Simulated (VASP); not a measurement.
Computed with PBE GGA, VASP's PBE PAW potentials (set 64) (plane waves; VASP 6.6.1).

VASP ran on this input.

INCAR:
```
ALGO  =  Normal
EDIFF  =  1E-6
ENCUT  =  450
GGA  =  PE
ISIF  =  2
ISMEAR  =  0
LASPH  =  .True.
LCHARG  =  .False.
LMAXMIX  =  4
LREAL  =  .False.
LWAVE  =  .False.
NELM  =  100
PREC  =  Accurate
SIGMA  =  0.05
SYSTEM  =  Ru3C
```

File KPOINTS:
```
Automatic mesh
0
Gamma
6 6 6
0 0 0
```

**POSCAR**
```
Ru3C
1
    0.0000000000     3.1497990000     3.1497990000
    3.1497990000     0.0000000000     3.1497990000
    3.1497990000     3.1497990000     0.0000000000
C Ru
1 3
Direct
  0.0000000000   0.0000000000   0.0000000000
  0.5000000000   0.5000000000   0.5000000000
  0.2500000000   0.2500000000   0.2500000000
  0.7500000000   0.7500000000   0.7500000000
```

POTCAR, in this order: C Ru_pv (PBE.64 set). Program: vasp_std.

What VASP printed:

OUTCAR:
```
 ion  position               nearest neighbor table
   1  0.000  0.000  0.000-
   2  0.500  0.500  0.500-   3 2.73   3 2.73   3 2.73   3 2.73   4 2.73   4 2.73   4 2.73   4 2.73
  LATTYP: Found a face centered cubic cell.
 ALAT       =     6.2995980000
 Subroutine PRICEL returns:
 Original cell was already a primitive cell.
 Subroutine GETGRP returns: Found 48 space group operations
The static configuration has the point symmetry O_h .
The dynamic configuration has the point symmetry O_h .
 Subroutine INISYM returns: Found 48 space group operations
 Subroutine IBZKPT returns following result:
 Found     16 irreducible k-points:

 Following reciprocal coordinates:
            Coordinates               Weight
  0.000000  0.000000  0.000000      1.000000
  0.166667  0.000000  0.000000      8.000000
  0.333333  0.000000  0.000000      8.000000
  0.500000  0.000000  0.000000      4.000000
  0.166667  0.166667  0.000000      6.000000
  0.333333  0.166667  0.000000     24.000000
  0.500000  0.166667  0.000000     24.000000
 -0.333333  0.166667  0.000000     24.000000
 -0.166667  0.166667  0.000000     12.000000
  0.333333  0.333333  0.000000      6.000000
  0.500000  0.333333  0.000000     24.000000
 -0.333333  0.333333  0.000000     12.000000
  0.500000  0.500000  0.000000      3.000000
  0.500000  0.333333  0.166667     24.000000
 -0.333333  0.333333  0.166667     24.000000
 -0.333333  0.500000  0.166667     12.000000
   k-points           NKPTS =     16   k-points in BZ     NKDIM =     16   number of bands    NBANDS=     27
   number of dos      NEDOS =    301   number of ions     NIONS =      4
   total plane-waves  NPLWV =  32768
   dimension x,y,z NGX =    32 NGY =   32 NGZ =   32
   dimension x,y,z NGXF=    64 NGYF=   64 NGZF=   64
   ions per type =               1   3
   PREC   = accura    normal or accurate (medium, high low for compatibility)
   ISTART =      0    job   : 0-new  1-cont  2-samecut
...
```

### OSZICAR
```
       N       E                     dE             d eps       ncg     rms          rms(c)
DAV:   1     0.457086647913E+03    0.45709E+03   -0.26341E+04   864   0.161E+03
DAV:   2    -0.135782275556E+02   -0.47066E+03   -0.46162E+03   897   0.494E+02
DAV:   3    -0.318591482501E+02   -0.18281E+02   -0.17288E+02  1216   0.846E+01
DAV:   4    -0.323368918844E+02   -0.47774E+00   -0.46645E+00  1092   0.113E+01
DAV:   5    -0.323505334908E+02   -0.13642E-01   -0.13435E-01  1130   0.170E+00    0.143E+01
DAV:   6    -0.320876130216E+02    0.26292E+00   -0.37681E+01  1229   0.372E+01    0.138E+01
DAV:   7    -0.312408679407E+02    0.84675E+00   -0.26358E+01  1182   0.267E+01    0.108E+01
DAV:   8    -0.299493835792E+02    0.12915E+01   -0.56091E+00  1214   0.143E+01    0.258E+00
DAV:   9    -0.299117413364E+02    0.37642E-01   -0.45200E-01  1049   0.452E+00    0.103E+00
DAV:  10    -0.299071170219E+02    0.46243E-02   -0.29287E-02  1212   0.146E+00    0.476E-01
DAV:  11    -0.299070154022E+02    0.10162E-03   -0.21867E-03  1032   0.429E-01    0.482E-02
DAV:  12    -0.299070011087E+02    0.14293E-04   -0.18455E-04  1263   0.758E-02    0.183E-02
DAV:  13    -0.299069998497E+02    0.12590E-05   -0.96660E-06   945   0.225E-02    0.801E-03
DAV:  14    -0.299069994647E+02    0.38497E-06   -0.27128E-06   785   0.159E-02
   1 F= -.29906999E+02 E0= -.29904854E+02  d E =-.429097E-02
```

OUTCAR:
```
------------------------ aborting loop because EDIFF is reached ----------------------------------------
  FORCE on cell =-STRESS in cart. coord.  units (eV):
  Direction    XX          YY          ZZ          XY          YZ          ZX
  --------------------------------------------------------------------------------------
  Total      -14.1466791    -14.1466791    -14.1466791      0.0000000     -0.0000000      0.0000000
  in kB     -362.6490686   -362.6490686   -362.6490686      0.0000000     -0.0000000      0.0000000
  external PRESSURE =    -362.6490686 kB  Pullay stress =       0.0000000 kB
  volume of cell :       62.50
      direct lattice vectors                 reciprocal lattice vectors
     0.000000000  3.149799000  3.149799000    -0.158740288  0.158740288  0.158740288
     3.149799000  0.000000000  3.149799000     0.158740288 -0.158740288  0.158740288
     3.149799000  3.149799000  0.000000000     0.158740288  0.158740288 -0.158740288
 POSITION                                       TOTAL-FORCE (eV/Angst)
 -----------------------------------------------------------------------------------
      0.00000      0.00000      0.00000        -0.000000     -0.000000     -0.000000
      3.14980      3.14980      3.14980        -0.000000     -0.000000     -0.000000
      1.57490      1.57490      1.57490         0.000000      0.000000      0.000000
      4.72470      4.72470      4.72470        -0.000000     -0.000000     -0.000000
 -----------------------------------------------------------------------------------
    total drift:                               -0.000000     -0.000000      0.000000
  FREE ENERGIE OF THE ION-ELECTRON SYSTEM (eV)
  ---------------------------------------------------
  free  energy   TOTEN  =       -29.9069994647 eV

  energy  without entropy=      -29.9027084931  energy(sigma->0) =      -29.90485398
```
(Selected blocks of OUTCAR.)

At this cut-off the stress carries a Pulay error, which pulls relaxed volumes low.

The structure was generated: Ru3C was put into the D03 type (Fm-3m), which need not be its known phase. The cell was not relaxed at this level. The run is one of a series of settings (ENCUT = 450 against the base run), some of them coarse on purpose.
